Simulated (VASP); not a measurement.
Set up this calculation in VASP 6.6.1, as the native input.

* Task: relaxation of cell and atoms
* Functional: r2SCAN
* Potentials or basis: VASP PAW PBE potentials, release 64 (Sr_sv, Ti_sv, O)
* Cutoff: 600 eV
* k mesh: 8 × 8 × 8
* Occupations: gaussian, width 0.03 eV
* Spin: no spin polarisation
* Further INCAR settings: ALGO = Normal; EDIFF = 1e-07; IBRION = 2; EDIFFG = -0.005; NSW = 90; ISIF = 3

The structure of SrTiO3 lies in POSCAR:

```
SrTiO3                                  
1.0
    3.9121963107     -0.0000000000      0.0000000000
   -0.0000000000      3.9121963107      0.0000000000
   -0.0000000000     -0.0000000000      3.9121963107
  Sr              Ti              O             
     1     1     3
Direct
     0.5000000000000000    0.5000000000000000    0.5000000000000000
     0.0000000000000000    0.0000000000000000    0.0000000000000000
     0.5000000000000000    0.0000000000000000    0.0000000000000000
     0.0000000000000000    0.5000000000000000    0.0000000000000000
     0.0000000000000000    0.0000000000000000    0.5000000000000000
```

The cell was built by a generator and needn't be a form met in nature.

These files were run (other wordings do the same):

INCAR

```
  PREC = Accurate
  ENCUT = 600
  EDIFF = 1E-7
  ISMEAR = 0
  SIGMA = 0.03
  LREAL = False
  LASPH = True
  NELM = 80
  ALGO = Normal
  ISIF = 3
  LWAVE = False
  LCHARG = False
  METAGGA = R2SCAN
  LMIXTAU = True
  IBRION = 2
  NSW = 90
  EDIFFG = -0.005
```

KPOINTS

```
Automatic mesh
0
Gamma
  8 8 8
```

Potentials or basis: VASP PAW PBE potentials, release 64 (Sr_sv, Ti_sv, O).

Command:

```bash
$ cat potpaw_PBE.64/Sr_sv/POTCAR potpaw_PBE.64/Ti_sv/POTCAR potpaw_PBE.64/O/POTCAR > POTCAR
$ mpirun -np 1 vasp_std > vasp.out
```

It gave:

The pressure after relaxing is 0.0 GPa and the band gap on the k mesh is 2.27 eV, indirect (least direct gap 2.65 eV).

Caveat: the relaxation stopped at its first step, so nothing moved; the PAW data sets were made with another functional, which shifts forces and pressure a little.

Wall time 110 s on 1 thread of Intel(R) Xeon(R) 6975P-C (Granite Rapids) (shared host), peak memory 0.22 GiB.
